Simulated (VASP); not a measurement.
Computed with PBE GGA, VASP's PBE PAW potentials (set 64) (plane waves; VASP).

VASP input:

**KPOINTS**
```
Automatic mesh
0
gamma
 7 7 7
```

### INCAR
```
# general
SYSTEM  = Sb
PREC    = Accurate
ENCUT   = 300
LREAL   = F
LASPH   = T

# electronic loop
EDIFF   = 1E-6
NELM    = 100
ALGO    = Normal
LMAXMIX = 4

# smearing
ISMEAR  = -1
SIGMA   = 0.1

# functional
GGA     = PE

# ions
ISIF    = 2

# output
LWAVE   = F
LCHARG  = F
```

**POSCAR**
```
Sb
1
    3.8781950000    -2.1119000000     0.0000000000
    3.8781950000     2.1119000000     0.0000000000
    2.7281440000     0.0000000000     3.4724270000
Sb
2
Direct
  0.2335000000   0.2335000000   0.2335000000
  0.7665000000   0.7665000000   0.7665000000
```

POTCAR, in this order: Sb (PBE.64 set). Program: vasp_std.

Q: What does the run give for the energy per atom (σ→0), pressure, largest force?

A: 
- energy per atom (σ→0) = -4.080 eV/atom
- pressure = 7.16 GPa
- largest force = 0.02181 Ry/bohr

OSZICAR:
```
...
DAV:   4    -0.817072116357E+01   -0.10082E-01   -0.10080E-01  1023   0.223E+00
DAV:   5    -0.817077658678E+01   -0.55423E-04   -0.55422E-04   910   0.165E-01    0.335E+00
DAV:   6    -0.816653864340E+01    0.42379E-02   -0.31695E-03   879   0.447E-01    0.205E+00
DAV:   7    -0.816470144570E+01    0.18372E-02   -0.75269E-03   837   0.692E-01    0.680E-02
DAV:   8    -0.816478752963E+01   -0.86084E-04   -0.19388E-04   868   0.105E-01    0.219E-02
DAV:   9    -0.816481354156E+01   -0.26012E-04   -0.38936E-05   852   0.464E-02    0.811E-03
DAV:  10    -0.816481436733E+01   -0.82577E-06   -0.33993E-06   909   0.125E-02
   1 F= -.81648144E+01 E0= -.81599863E+01  d E =-.965617E-02
```

The structure is a typed Sb crystal (R-3m). The cell was not relaxed at this level, and its volume differs by -5.9 % from the start's.
